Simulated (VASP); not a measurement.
## BaZrO3: structure and properties in VASP

What structure does BaZrO3 take at this level, and what are its properties? The steps: relaxing cell and atoms (LDA), second relaxation, density, ELF and potential (LDA), bands along the symmetry lines (LDA), total and projected DOS (LDA), vibrations at Γ (LDA), volume scan with LDA, fit for LDA and bands along the symmetry lines (LDA + SOC). The start is a cell from a database of measured crystal structures.

Main program and level: VASP 6.6.1; LDA; plane waves and PAW (Ba_sv, Zr_sv, O), in the first sound run; inputs show where later runs differ.

Most raw output is cut from this account.

## 1. The starting structure

Before any relaxation, the start is as follows. The structure is cubic, space group Pm-3m (No. 221). Conventional cell: a = 4.191 Å, b = 4.191 Å, c = 4.191 Å, α = 90.00°, β = 90.00°, γ = 90.00°. Nearest to Ba lie 12 O at 2.96 Å. Zr has 6 O at 2.10 Å nearest. Nearest to O lie 2 Zr at 2.10 Å and 4 Ba at 2.96 Å. Farther neighbours and most contacts between anions are not listed.

## 2. Relaxing cell and atoms (LDA)

Properties are meant for the cell that this level of theory prefers, so cell and atoms are relaxed first (ISIF = 3) until forces and stress are small; EDIFFG sets the threshold. LDA, the lowest rung, knows the local density alone.

File INCAR:

```
SYSTEM = BaZrO3
PREC = Accurate
ENCUT = 520
EDIFF = 1E-06
NELM = 100
ISMEAR = -1
SIGMA = 0.05
LREAL = .FALSE.
ALGO = Normal
GGA = CA
NBANDS = 26
LORBIT = 11
LWAVE = .FALSE.
LCHARG = .FALSE.
KPAR = 2
IBRION = 2
NSW = 60
ISIF = 3
EDIFFG = -0.01
```

File POSCAR:

```
BaZrO3
1.0
    4.1913400000      0.0000000000      0.0000000000
    0.0000000000      4.1913400000      0.0000000000
    0.0000000000      0.0000000000      4.1913400000
Ba Zr O
1 1 3
Direct
    0.0000000000      0.0000000000      0.0000000000
    0.5000000000      0.5000000000      0.5000000000
    0.5000000000      0.5000000000      0.0000000000
    0.5000000000      0.0000000000      0.5000000000
    0.0000000000      0.5000000000      0.5000000000
```

File KPOINTS:

```
Automatic mesh
0
Gamma
5 5 5
0 0 0
```

Potentials, in the order of the species: Ba_sv, Zr_sv and O (LDA family, release 64).

Run with:

```console
> mpirun -np 2 vasp_std
```

The job ended after 24 s (2 MPI ranks of AMD EPYC 7R43, shared host; peak memory 0.29 GiB; 46 s of CPU time).

The gap is read on the k-mesh alone, so it is an upper bound where the band edges lie off the mesh. Harder data sets than Ba_sv exist (the GW ones), and pressures, volumes and forces can shift noticeably with them. The run keeps the 48 symmetry operations of its start, so it cannot find a distortion of lower symmetry.

The steps of the relaxation:

| step | energy less that of the first step (eV) | largest force (eV/Å) | pressure (GPa) | volume (Å³) |
| --- | --- | --- | --- | --- |
| 1 | 0.0000 | 0.0000 | -3.83 | 73.63 |
| 2 | 0.0116 | 0.0000 | 5.23 | 69.95 |
| 3 | -0.0204 | 0.0000 | -0.03 | 71.96 |

| conventional cell, symmetrised | before | after | change |
| --- | --- | --- | --- |
| a (Å) | 4.191 | 4.159 | -0.8 % |
| b (Å) | 4.191 | 4.159 | -0.8 % |
| c (Å) | 4.191 | 4.159 | -0.8 % |
| volume (Å³/atom) | 14.73 | 14.39 | -2.3 % |

Final coordinates:

```xyz
5
Lattice="4.1595 0.0000 0.0000 0.0000 4.1595 0.0000 0.0000 0.0000 4.1595" Properties=species:S:1:pos:R:3 pbc="T T T"
Ba    0.0000    0.0000    0.0000
Zr    2.0797    2.0797    2.0797
O     2.0797    2.0797    0.0000
O     2.0797    0.0000    2.0797
O     0.0000    2.0797    2.0797
```

A gap read on the k-mesh alone can miss the band edges.

Numbers from this step:

```yaml
electrons: 40
bands: 26
irreducible_k_points: 10
symmetry_operations: 48
free_energy_toten: -45.74 eV
fermi_energy: 4.670 eV
pressure: -0.03294 GPa
metallic: no
valence_top_at_k: 0.4, 0.4, 0.4
conduction_bottom_at_k: 0, 0, 0
least_direct_gap_at_k: 0, 0, 0
scf_cycles_over_all_ionic_steps: 32
gap_on_the_k_mesh: 3.225 eV
least_direct_gap_on_the_k_mesh: 3.305 eV
```

It ends with forces that vanish by symmetry and a pressure of -0.03 GPa. The volume lies -2.3 % from that of the database's start, which holds the thermal and zero-point expansion of its experiment.

## 3. Second relaxation

A relaxation keeps the plane waves of the cell it began with, so it is repeated from the new cell, on a basis made for it.

INCAR is that of step 2.

POSCAR, as its differences from that of step 2:

```diff
@@ -2,5 +2,5 @@
 1.0
-    4.1913400000      0.0000000000      0.0000000000
-    0.0000000000      4.1913400000      0.0000000000
-    0.0000000000      0.0000000000      4.1913400000
+    4.1594782607      0.0000000000      0.0000000000
+    0.0000000000      4.1594782607      0.0000000000
+    0.0000000000      0.0000000000      4.1594782607
 Ba Zr O
```

KPOINTS is that of step 2.

Run with:

```console
> mpirun -np 2 vasp_std
```

Elapsed: 11 s, on 2 MPI ranks; peak memory 0.26 GiB.

Little changed from the start: no atom moved by 0.005 Å and no cell edge by 0.1 %.

Numbers from this step:

```
Fermi energy                    : 4.676 eV
pressure                        : -0.02901 GPa
SCF cycles over all ionic steps : 14
```

It ends with forces that vanish by symmetry and a pressure of -0.03 GPa. The volume moved by under 0.01 %: the run met its threshold at the first step.

## 4. Density, ELF and potential (LDA)

A single point on the relaxed cell gives a clean self-consistent state, with density, ELF and potential written out.

INCAR, as its differences from that of step 3:

```diff
@@ -13,7 +13,5 @@
 LWAVE = .FALSE.
-LCHARG = .FALSE.
-KPAR = 2
-IBRION = 2
-NSW = 60
-ISIF = 3
-EDIFFG = -0.01
+LCHARG = .TRUE.
+ISIF = 2
+LELF = .TRUE.
+LVHAR = .TRUE.
```

POSCAR is that of step 3.

KPOINTS is that of step 3.

Run with:

```console
> mpirun -np 2 vasp_std
```

The job ended after 13 s (2 MPI ranks; peak memory 0.21 GiB).

Numbers from this step:

```
SCF cycles : 14
```

Valence electrons inside each PAW sphere by angular momentum. Sphere charges, by row:

| atom | s (e) | p (e) | d (e) | tot (e) |
| --- | --- | --- | --- | --- |
| Ba1 | 2 | 5.619 | 0.29 | 7.909 |
| Zr2 | 2.21 | 6.098 | 1.484 | 9.793 |
| O3 | 1.551 | 3.475 | 0 | 5.027 |
| O4 | 1.551 | 3.475 | 0 | 5.027 |
| O5 | 1.551 | 3.475 | 0 | 5.027 |

ELF in the ac plane at fractional y = 0.500, with atoms of Zr and O within 0.2 Å of it. It is the smooth field of the valence electrons, not physical close to the nuclei.

Ten even steps from '0' (0.01) to '9' (0.82), each cell a mean:
```
00148987997300
00027999985100
32102455531013
76310133210157
99722689851389
89834899982599
58945998993597
79935999983598
99722799861499
88511255420278
43101234321024
10015799873101
00038998996200
00148975897300
```
Columns run along a (4.2 Å), rows up along c (4.2 Å). Atoms in or near the plane, at fractional coordinates: Zr at (0.50, 0.50), O at (0.50, 0.00), O at (0.00, 0.50).

Valence density in the ac plane at fractional y = 0.500, with atoms of Zr and O within 0.2 Å of it. It is the smooth field of the valence electrons, not physical close to the nuclei.

Ten even steps from '_' (0.0 e/Å³) to '@' (7.3 e/Å³), each cell a mean:
```
__________::**%%==..________
__________..----::__________
______________..____________
______________..____________
::..______..----::..______..
**==..__..--++**==::____::==
@@**::__..==####**--....--%%
%%++..__..--**##++--____--**
::::______..--==--..____..::
____________......__________
____________________________
____________..::..__________
__________::++**==..________
__________::%%@@**::________
```
Columns run along a (4.2 Å), rows up along c (4.2 Å). Atoms in or near the plane, at fractional coordinates: Zr at (0.50, 0.50), O at (0.50, 0.00), O at (0.00, 0.50).

Electrostatic potential energy in the ac plane at fractional y = 0.500, with atoms of Zr and O within 0.2 Å of it. With pseudopotentials it is smooth inside the atoms' cores, unlike the true potential.

Values in eV, 14 rows by 14 columns, each cell a mean:
```
  3   3   4   4   2 -14 -48 -52 -38  -7   3   4   4   3
  4   4   4   4   3  -2 -20 -27 -12   0   3   4   4   4
  4   4   4   3   1  -1  -4  -5  -3   0   2   3   4   4
  3   3   3   1  -2  -9 -18 -21 -15  -7   0   2   3   3
-12  -5   1  -1 -14 -32 -48 -51 -43 -28  -7   0   0  -7
-46 -32  -4  -4 -26 -48 -61 -62 -58 -43 -15  -3 -12 -38
-51 -50 -12  -7 -33 -55 -64 -64 -62 -51 -21  -5 -27 -52
-53 -43  -8  -6 -30 -52 -64 -64 -61 -48 -18  -4 -20 -48
-22 -10   0  -2 -17 -37 -52 -55 -48 -32  -9  -1  -2 -14
  1   2   2   0  -6 -17 -30 -33 -26 -14  -2   1   3   2
  4   4   4   3   0  -2  -6  -7  -4  -1   1   3   4   4
  4   4   4   4   2   0  -8 -12  -4   1   3   4   4   4
  3   3   4   4   2 -10 -43 -50 -32  -5   3   4   4   3
  3   3   4   4   1 -22 -53 -51 -46 -12   3   4   4   3
```
Columns run along a (4.2 Å; values clipped at the 3rd and 97th percentile), rows up along c (4.2 Å). Atoms in or near the plane, at fractional coordinates: Zr at (0.50, 0.50), O at (0.50, 0.00), O at (0.00, 0.50).

In this run the pressure is -0.03 GPa, small enough to go on.

## 5. Bands along the symmetry lines (LDA)

The mesh alone shows little of the dispersion and can miss band extrema, so KPOINTS_OPT adds a path through the symmetry points after the self-consistent cycle.

File INCAR:

```
SYSTEM = BaZrO3
PREC = Accurate
ENCUT = 520
EDIFF = 1E-06
NELM = 100
ISMEAR = -1
SIGMA = 0.05
LREAL = .FALSE.
ALGO = Normal
GGA = CA
NBANDS = 35
LORBIT = 11
LWAVE = .FALSE.
LCHARG = .FALSE.
KPAR = 2
```

POSCAR is that of step 4.

KPOINTS is that of step 4.

File KPOINTS_OPT:

```
Line mode
16
Line-mode
Reciprocal
  0.00000000   0.00000000   0.00000000 GAMMA
  0.00000000   0.50000000   0.00000000 X

  0.00000000   0.50000000   0.00000000 X
  0.50000000   0.50000000   0.00000000 M

  0.50000000   0.50000000   0.00000000 M
  0.00000000   0.00000000   0.00000000 GAMMA

  0.00000000   0.00000000   0.00000000 GAMMA
  0.50000000   0.50000000   0.50000000 R

  0.50000000   0.50000000   0.50000000 R
  0.00000000   0.50000000   0.00000000 X

  0.50000000   0.50000000   0.00000000 M
  0.50000000   0.50000000   0.50000000 R
```

Run with:

```console
> mpirun -np 2 vasp_std
```

Wall time 69 s (2 MPI ranks); peak memory 0.3 GiB; 2.3 min of CPU time.

This step gave:

- bands: 35
- Fermi energy: 4.653 eV
- pressure: -0.02607 GPa
- least gap on mesh and path: 3.114 eV
- least direct gap on mesh and path: 3.304 eV
- valence top at k: 0.5, 0.5, 0.5

The electronic bands at the labelled points (eV, zero at the valence-band top; v1 is the highest filled band, c1 the lowest empty one):

| point | v4 | v3 | v2 | v1 | c1 | c2 | c3 | c4 |
| --- | --- | --- | --- | --- | --- | --- | --- | --- |
| Γ | -1.04 | -0.19 | -0.19 | -0.19 | 3.11 | 3.11 | 3.11 | 4.54 |
| 0.47 of the way | -1.41 | -1.24 | -0.32 | -0.32 | 3.30 | 4.26 | 4.26 | 5.36 |
| X | -1.80 | -1.79 | -0.41 | -0.41 | 3.59 | 5.80 | 5.80 | 6.42 |
| 0.53 of the way | -1.32 | -1.14 | -0.64 | -0.42 | 4.81 | 5.77 | 5.96 | 7.24 |
| M | -0.93 | -0.93 | -0.73 | -0.08 | 5.77 | 5.77 | 6.52 | 6.61 |
| 0.53 of the way | -1.41 | -1.02 | -0.56 | -0.50 | 4.36 | 4.42 | 4.65 | 6.24 |
| Γ | -1.04 | -0.19 | -0.19 | -0.19 | 3.11 | 3.11 | 3.11 | 4.54 |
| 0.47 of the way | -1.90 | -0.75 | -0.75 | -0.60 | 4.82 | 4.82 | 5.16 | 6.86 |
| R | -2.57 | 0.00 | 0.00 | 0.00 | 6.00 | 6.00 | 6.00 | 7.17 |
| 0.47 of the way | -2.14 | -0.81 | -0.53 | -0.39 | 5.46 | 5.99 | 6.25 | 7.17 |
| X | -1.80 | -1.79 | -0.41 | -0.41 | 3.59 | 5.80 | 5.80 | 6.42 |
| jump to M | -0.93 | -0.93 | -0.73 | -0.08 | 5.77 | 5.77 | 6.52 | 6.61 |
| 0.47 of the way | -2.18 | -0.56 | -0.56 | -0.05 | 6.06 | 6.06 | 6.37 | 6.87 |
| R | -2.57 | 0.00 | 0.00 | 0.00 | 6.00 | 6.00 | 6.00 | 7.17 |

Of the projections kept (Ba, Zr, O), the largest for each band there; the rest of the weight can lie on other orbitals:

| point | v4 | v3 | v2 | v1 | c1 | c2 | c3 | c4 |
| --- | --- | --- | --- | --- | --- | --- | --- | --- |
| Γ | O 1.00 | O 0.95 | O 0.95 | O 0.95 | Zr 0.87 | Zr 0.87 | Zr 0.87 | Ba 0.93 |
| X | O 0.76 | O 0.88 | O 0.94 | O 0.94 | Zr 1.00 | Zr 0.77 | Zr 0.77 | Ba 0.67 |
| M | O 0.90 | O 0.90 | O 0.89 | O 0.98 | Zr 0.70 | Zr 0.70 | Zr 0.61 | Ba 0.69 |
| Γ | O 1.00 | O 0.95 | O 0.95 | O 0.95 | Zr 0.87 | Zr 0.87 | Zr 0.87 | Ba 0.93 |
| R | O 0.63 | O 1.00 | O 1.00 | O 1.00 | Ba 0.87 | Ba 0.87 | Ba 0.87 | Zr 0.78 |
| X | O 0.76 | O 0.88 | O 0.94 | O 0.94 | Zr 1.00 | Zr 0.77 | Zr 0.77 | Ba 0.67 |

The path lowers the gap by 0.11 eV against the mesh alone, so a band edge lies off the mesh.

The path shows an indirect gap of 3.11 eV (valence top at R, conduction bottom at Γ). The least direct gap is 3.30 eV.

## 6. Total and projected DOS (LDA)

A density of states needs more k-points than a total energy; ISMEAR = -5 takes tetrahedra, and LORBIT projects the states on the PAW spheres. The mesh is finer than in the run before.

INCAR, as its differences from that of step 5:

```diff
@@ -5,3 +5,3 @@
 NELM = 100
-ISMEAR = -1
+ISMEAR = -5
 SIGMA = 0.05
@@ -15 +15,2 @@
 KPAR = 2
+NEDOS = 2001
```

POSCAR is that of step 5.

File KPOINTS:

```
Automatic mesh
0
Gamma
7 7 7
0 0 0
```

Run with:

```console
> mpirun -np 2 vasp_std
```

Wall time 26 s (2 MPI ranks); peak memory 0.3 GiB.

Numbers from this step:

* irreducible k-points: 20
* Fermi energy: 3.588 eV
* pressure: -0.03047 GPa
* valence top at k: 0.4286, 0.4286, 0.4286
* gap on the k-mesh: 3.173 eV
* least direct gap on the k-mesh: 3.306 eV

The density of states has structure finer than the step of the table below, so its rows give means over 0.5 eV, whole bins alone (the curve runs from -12.0 to 7.76 eV). Peaks (eV: height): total -10.21: 20.7, -10.00: 20.5, -3.56: 11.0, -2.47: 23.2; O p -3.63: 5.75, -3.56: 5.78, -2.47: 10.7, -0.71: 6.49; Zr d -3.63: 3.08, -2.47: 2.76, 5.72: 4.18, 7.55: 0.873; Ba d 6.11: 0.883, 6.85: 1.44, 7.27: 1.63, 7.55: 1.72; Ba p -10.21: 18.2, -10.00: 18.2.

States under -12.0 eV and over 7.8 eV are left out; flat bands give spikes narrower than the energy grid, so sums over such rows miss the true count of states. Density of states against energy, zero at the valence-band top; means over each step; values in states/eV/cell:

| energy (eV) | total | O p | Zr d | Ba d | Ba p |
| --- | --- | --- | --- | --- | --- |
| -11.0 | 0 | 0 | 0 | 0 | 0 |
| -10.5 | 4.22 | 0.0613 | 0.0148 | 0.00153 | 3.58 |
| -10.0 | 8.25 | 0.0608 | 0.0144 | 0.00135 | 7.28 |
| -9.5 | 0 | 0 | 0 | 0 | 0 |
| -9.0 | 0 | 0 | 0 | 0 | 0 |
| -8.5 | 0 | 0 | 0 | 0 | 0 |
| -8.0 | 0 | 0 | 0 | 0 | 0 |
| -7.5 | 0 | 0 | 0 | 0 | 0 |
| -7.0 | 0 | 0 | 0 | 0 | 0 |
| -6.5 | 0 | 0 | 0 | 0 | 0 |
| -6.0 | 0 | 0 | 0 | 0 | 0 |
| -5.5 | 0 | 0 | 0 | 0 | 0 |
| -5.0 | 0 | 0 | 0 | 0 | 0 |
| -4.5 | 0 | 0 | 0 | 0 | 0 |
| -4.0 | 0.0291 | 0.0133 | 0.00525 | 4.5e-4 | 3.7e-5 |
| -3.5 | 4.57 | 2.33 | 0.939 | 0.0309 | 0.0235 |
| -3.0 | 3.10 | 1.54 | 0.434 | 0.0344 | 0.0398 |
| -2.5 | 7.31 | 3.60 | 0.824 | 0.151 | 0.306 |
| -2.0 | 5.59 | 2.94 | 0.398 | 0.155 | 0.127 |
| -1.5 | 3.92 | 2.29 | 0.142 | 0.0600 | 0.0707 |
| -1.0 | 4.74 | 3.02 | 0.0740 | 0.0639 | 0.0682 |
| -0.5 | 6.70 | 4.55 | 0.0886 | 0.0632 | 0.0812 |
| 0.0 | 1.18 | 0.839 | 0.00255 | 0.0107 | 0.00411 |
| 0.5 | 0 | 0 | 0 | 0 | 0 |
| 1.0 | 0 | 0 | 0 | 0 | 0 |
| 1.5 | 0 | 0 | 0 | 0 | 0 |
| 2.0 | 0 | 0 | 0 | 0 | 0 |
| 2.5 | 0 | 0 | 0 | 0 | 0 |
| 3.0 | 0.00453 | 2.3e-5 | 0.00276 | 3.6e-4 | 0 |
| 3.5 | 0.359 | 0.0119 | 0.219 | 0.0239 | 1.0e-4 |
| 4.0 | 1.13 | 0.0668 | 0.691 | 0.0590 | 6.8e-4 |
| 4.5 | 1.31 | 0.118 | 0.763 | 0.0786 | 0.00138 |
| 5.0 | 2.19 | 0.244 | 1.14 | 0.208 | 0.00350 |
| 5.5 | 3.64 | 0.488 | 1.79 | 0.415 | 0.00818 |
| 6.0 | 3.81 | 0.471 | 1.51 | 0.713 | 0.0112 |
| 6.5 | 1.89 | 0.206 | 0.303 | 0.641 | 0.00684 |
| 7.0 | 3.60 | 0.415 | 0.530 | 1.26 | 0.0209 |
| 7.5 | 4.12 | 0.474 | 0.618 | 1.46 | 0.0347 |

The gap on this mesh is 3.17 eV, over the 3.11 eV of the band run, since this mesh misses a band edge. In the top eV of the valence band the largest shares in the PAW spheres are O p 67 %. The rest lies in smaller channels or between the spheres.

## 7. Vibrations at Γ (LDA)

Zone-centre modes test whether the atoms sit at a minimum within this cell. IBRION = 8 takes the force constants from linear response, which needs tightly converged orbitals.

File INCAR:

```
SYSTEM = BaZrO3
PREC = Accurate
ENCUT = 520
EDIFF = 1E-08
NELM = 100
ISMEAR = -1
SIGMA = 0.05
LREAL = .FALSE.
ALGO = Normal
GGA = CA
NBANDS = 26
LORBIT = 11
LWAVE = .FALSE.
LCHARG = .FALSE.
KPAR = 2
IBRION = 8
LEPSILON = .TRUE.
ISIF = 2
```

POSCAR is that of step 6.

File KPOINTS:

```
Automatic mesh
0
Gamma
5 5 5
0 0 0
```

Run with:

```console
> mpirun -np 2 vasp_std
```

Wall time 7.9 min (2 MPI ranks); peak memory 0.57 GiB.

Energies printed during the response cycles are not total energies of the cell.

Numbers from this step:

```
bands                          : 26
irreducible k-points           : 10
pressure of the cell           : -0.02620 GPa
largest force of the cell      : 0 eV/Å
Fermi energy                   : 4.675 eV
valence top at k               : 0.4, 0.4, 0.4
gap on the k-mesh              : 3.225 eV
least direct gap on the k-mesh : 3.304 eV
```

Electronic dielectric tensor with local fields:

```
4.96 0.00 0.00
0.00 4.96 0.00
0.00 0.00 4.96
```

Ionic part of the static dielectric tensor:

```
53.08  0.00  0.00
 0.00 53.08  0.00
 0.00  0.00 53.08
```

Born effective charge (e), principal values of the symmetric part by kind of site:

| atom | atoms with these values | low | middle | high | mean |
| --- | --- | --- | --- | --- | --- |
| Ba1 | 1 | 2.74 | 2.74 | 2.74 | 2.74 |
| Zr2 | 1 | 6.14 | 6.14 | 6.14 | 6.14 |
| O3 | 3 | -4.83 | -2.02 | -2.02 | -2.96 |

In full for Ba1:

```
2.74 0.00 0.00
0.00 2.74 0.00
0.00 0.00 2.74
```

Infrared lines, with heights relative to the strongest:

| position (cm⁻¹) | lines merged | squared mode dipole, relative |
| --- | --- | --- |
| 104 | 3 | 55 |
| 176 | 3 | 0.0 |
| 193 | 3 | 96 |
| 522 | 3 | 100 |

Transverse limit, no LO-TO splitting. The modes at Γ (shares of kinetic energy by element, %):

| mode | frequency (cm⁻¹) | symmetry | IR | Ba % | Zr % | O % |
| --- | --- | --- | --- | --- | --- | --- |
| 1 | -0.2 | acoustic | 3.1e-6 | 49 | 33 | 17 |
| 2 | -0.2 | acoustic | 3.1e-6 | 49 | 33 | 17 |
| 3 | -0.2 | acoustic | 3.1e-6 | 49 | 33 | 17 |
| 4 | 104.2 | T1u | 0.54 | 43 | 10 | 48 |
| 5 | 104.2 | T1u | 0.54 | 43 | 10 | 48 |
| 6 | 104.2 | T1u | 0.54 | 43 | 10 | 48 |
| 7 | 175.6 | T2u | 0 | 0 | 0 | 100 |
| 8 | 175.6 | T2u | 0 | 0 | 0 | 100 |
| 9 | 175.6 | T2u | 0 | 0 | 0 | 100 |
| 10 | 193.3 | T1u | 0.93 | 8 | 55 | 37 |
| 11 | 193.3 | T1u | 0.93 | 8 | 55 | 37 |
| 12 | 193.3 | T1u | 0.93 | 8 | 55 | 37 |
| 13 | 522.2 | T1u | 0.97 | 0 | 2 | 97 |
| 14 | 522.2 | T1u | 0.97 | 0 | 2 | 97 |
| 15 | 522.2 | T1u | 0.97 | 0 | 2 | 97 |

Displacements in mode 4 (104.2 cm⁻¹), the largest set to 1:
```
Ba1  0.01  0.03 -0.50
Zr2 -0.01 -0.02  0.29
O3  -0.03 -0.07  0.60
O4  -0.03 -0.04  1.00
O5  -0.02 -0.07  1.00
```

Displacements in mode 8 (175.6 cm⁻¹), the largest set to 1:
```
Ba1  0.00  0.00  0.00
Zr2  0.00  0.00  0.00
O3   0.20 -1.00  0.00
O4  -0.20  0.00  0.16
O5   0.00  1.00 -0.16
```

The Born charges sum to zero; the printed set may have that rule imposed, so this is no test. Born charges and mode vectors give each infrared mode its dipole; summed over the modes, dipole squared over frequency squared adds 53.1 to the electronic 4.96, for a mean static constant of 58.0. By the characters of their eigenvectors the optical modes sort into (cm⁻¹) infrared active: T1u 104, T1u 193, T1u 522; silent: T2u 176.

## 8. Volume scan with LDA, volume scale 0.94

An equation of state needs energies on both sides of the minimum, all on one mesh and cutoff.

INCAR, as its differences from that of step 7:

```diff
@@ -3,3 +3,3 @@
 ENCUT = 520
-EDIFF = 1E-08
+EDIFF = 1E-06
 NELM = 100
@@ -15,4 +15,2 @@
 KPAR = 2
-IBRION = 8
-LEPSILON = .TRUE.
 ISIF = 2
```

POSCAR, as its differences from that of step 7:

```diff
@@ -2,5 +2,5 @@
 1.0
-    4.1594782607      0.0000000000      0.0000000000
-    0.0000000000      4.1594782607      0.0000000000
-    0.0000000000      0.0000000000      4.1594782607
+    4.0745671237      0.0000000000      0.0000000000
+    0.0000000000      4.0745671237      0.0000000000
+    0.0000000000      0.0000000000      4.0745671237
 Ba Zr O
```

KPOINTS is that of step 7.

Run with:

```console
> mpirun -np 2 vasp_std
```

It took 8.8 s on 2 MPI ranks; peak memory 0.25 GiB; 16 s of CPU time.

The scan keeps the cell's shape and the fractional positions fixed.

This step gave:

- SCF cycles: 13
- free energy (TOTEN): -45.58 eV
- Fermi energy: 5.145 eV
- pressure: 12.34 GPa
- valence top at k: 0, 0, 0
- gap on the k-mesh: 3.323 eV
- least direct gap on the k-mesh: 3.323 eV

The pressure here is 12.34 GPa.

## 9. Volume scan with LDA, volume scale 0.96

INCAR is that of step 8.

POSCAR, as its differences from that of step 8:

```diff
@@ -2,5 +2,5 @@
 1.0
-    4.0745671237      0.0000000000      0.0000000000
-    0.0000000000      4.0745671237      0.0000000000
-    0.0000000000      0.0000000000      4.0745671237
+    4.1032622038      0.0000000000      0.0000000000
+    0.0000000000      4.1032622038      0.0000000000
+    0.0000000000      0.0000000000      4.1032622038
 Ba Zr O
```

KPOINTS is that of step 8.

Run with:

```console
> mpirun -np 2 vasp_std
```

It took 8.8 s on 2 MPI ranks; peak memory 0.26 GiB; 16 s of CPU time.

This step gave:

- free energy (TOTEN): -45.67 eV
- Fermi energy: 5.049 eV
- pressure: 7.764 GPa
- valence top at k: 0.4, 0.4, 0.4
- gap on the k-mesh: 3.310 eV
- least direct gap on the k-mesh: 3.322 eV

The pressure falls from 12.34 to 7.76 GPa.

The run ends at a pressure of 7.76 GPa.

[end of part 1 of 2]

[Lines on the potential files, build, host, timing and source positions are cut from VASP's logs without a mark.]

[Logs are printed without paths, hosts, clocks, repeated set-up lines and the standing remarks that a program may print on its own settings, such as how far it seeks lower states.]

[Hosts, paths, dates, database ids (printed as entryN), source tags and the programs' standing remarks are cut or masked in the printed files.]

[A measured line is paired with the nearest computed mode of its activity, which favours agreement.]
